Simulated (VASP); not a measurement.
PtSe2 (Sudovikovite):

```xyz
3
Lattice="3.7240 0.0000 0.0000 -1.8620 3.2251 0.0000 0.0000 0.0000 5.0620" Properties=species:S:1:pos:R:3 pbc="T T T"
Pt    0.0000    0.0000    0.0000
Se    0.0000    2.1501    1.2655
Se    1.8620    1.0750    3.7965
```

| Item | Value |
| --- | --- |
| Program | VASP 6.6.1 |
| Task | relaxation of cell and atoms |
| Functional | PBE |
| Dispersion | D3(BJ) |
| Potentials or basis | VASP PAW PBE potentials, release 64 (Pt, Se) |
| Cutoff | 600 eV |
| k mesh | 9 × 9 × 5 |
| Occupations | gaussian, width 0.03 eV |
| Spin | no spin polarisation |

At the start: pressure 3.5 GPa; volume 20.27 Å³/atom.

Task: Where does the relaxation end?

Result: Over 20 steps the energy falls by 17.0 meV/atom and the volume is 19.74 Å³/atom (-2.6 %); space group P-3m1 (No. 164, to 0.05 Å).

The path:
```csv
step,energy change (eV),largest force (eV/Å),pressure (GPa),volume (Å³)
1,0.0000,0.6006,3.50,60.80
2,0.0320,0.3870,-5.82,64.77
3,-0.0234,0.1841,-0.55,62.31
4,-0.0234,0.1918,-0.48,62.28
5,-0.0282,0.1640,-0.42,61.93
6,-0.0396,0.0765,-0.22,60.88
7,-0.0415,0.1775,0.61,58.80
8,-0.0449,0.0420,0.19,59.80
9,-0.0491,0.0906,-0.42,59.66
10,-0.0495,0.1121,-0.67,59.60
11,-0.0493,0.0600,0.92,58.67
12,-0.0507,0.0292,0.08,59.15
13,-0.0508,0.0204,-0.01,59.21
14,-0.0509,0.0172,-0.04,59.23
15,-0.0509,0.0155,-0.02,59.24
16,-0.0509,0.0129,-0.08,59.26
17,-0.0509,0.0153,-0.06,59.25
18,-0.0509,0.0123,0.13,59.21
19,-0.0509,0.0006,0.03,59.23
20,-0.0509,0.0018,0.02,59.23
```

Final structure:
```yaml
crystal:
  lattice:
    - [3.76981, 0.00000, 0.00000]
    - [-1.88491, 3.26476, 0.00000]
    - [0.00000, 0.00000, 4.81226]
  atoms:
    - { symbol: Pt, position: [0.00000, 0.00000, 0.00000] }
    - { symbol: Se, position: [0.33333, 0.66667, 0.26664] }
    - { symbol: Se, position: [0.66667, 0.33333, 0.73336] }
```

Caveat: pairwise dispersion overbinds metals, which lowers pressure and volume.
